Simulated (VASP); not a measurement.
ZnCd3Se3S:

```
CELL_PARAMETERS angstrom
6.15412 0.00000 0.00000
-3.07706 5.32963 0.00000
0.00000 0.00000 6.35148
ATOMIC_POSITIONS crystal
Zn 0.00000 0.00000 0.00000
Cd 0.50000 0.00000 0.50000
Cd 0.00000 0.50000 0.50000
Cd 0.50000 0.50000 0.50000
Se 0.50000 0.00000 0.00000
Se 0.00000 0.50000 0.00000
Se 0.50000 0.50000 0.00000
S 0.00000 0.00000 0.50000
```

The cell was built by a generator and needn't be a form met in nature.

```yaml
Program: VASP 6.6.1
Task: relaxation of cell and atoms
Functional: PBE
Potentials_or_basis: VASP PAW PBE potentials, release 64 (Zn, Cd, Se, S)
Cutoff: 520 eV
k_mesh: 3 × 3 × 2
Occupations: gaussian, width 0.15 eV
Spin: no spin polarisation
```

At the start: pressure -5.7 GPa; volume 26.04 Å³/atom.

How do energy, volume and symmetry change on relaxing?

Over 10 steps the energy falls by 250.1 meV/atom and the volume is 21.82 Å³/atom (-16.2 %); space group P6/mmm (No. 191, to 0.05 Å).

Step by step:
```
step  energy change (eV)  largest force (eV/Å)  pressure (GPa)  volume (Å³)
   1              0.0000                0.0000           -5.72       208.32
   2             -1.1844                0.0000           -2.19       181.35
   3             -1.5081                0.0000            1.83       168.12
   4             -1.5356                0.0000            3.67       163.32
   5             -1.4203                0.0000            9.16       157.93
   6             -1.7667                0.0000            5.55       160.93
   7             -1.9961                0.0000           -0.50       176.51
   8             -1.9986                0.0000           -0.20       175.10
   9             -1.9987                0.0000           -0.14       174.81
  10             -2.0009                0.0000           -0.01       174.60
```

Final structure:
```cif
data_structure
_symmetry_space_group_name_H-M 'P 1'
_symmetry_Int_Tables_number 1
_cell_length_a 6.1758
_cell_length_b 6.1758
_cell_length_c 5.2858
_cell_angle_alpha 90.000
_cell_angle_beta 90.000
_cell_angle_gamma 120.000
_cell_volume 174.60
loop_
_atom_site_label
_atom_site_type_symbol
_atom_site_fract_x
_atom_site_fract_y
_atom_site_fract_z
_atom_site_occupancy
Zn1 Zn 0.00000 0.00000 0.00000 1
Cd1 Cd 0.50000 0.00000 0.50000 1
Cd2 Cd 0.00000 0.50000 0.50000 1
Cd3 Cd 0.50000 0.50000 0.50000 1
Se1 Se 0.50000 0.00000 0.00000 1
Se2 Se 0.00000 0.50000 0.00000 1
Se3 Se 0.50000 0.50000 0.00000 1
S1 S 0.00000 0.00000 0.50000 1
```

Caveat: the k mesh is coarse (spacing up to 0.49 Å⁻¹), so the values aren't converged; the volume moved by over 15 % at a fixed basis, so the end points are rough.
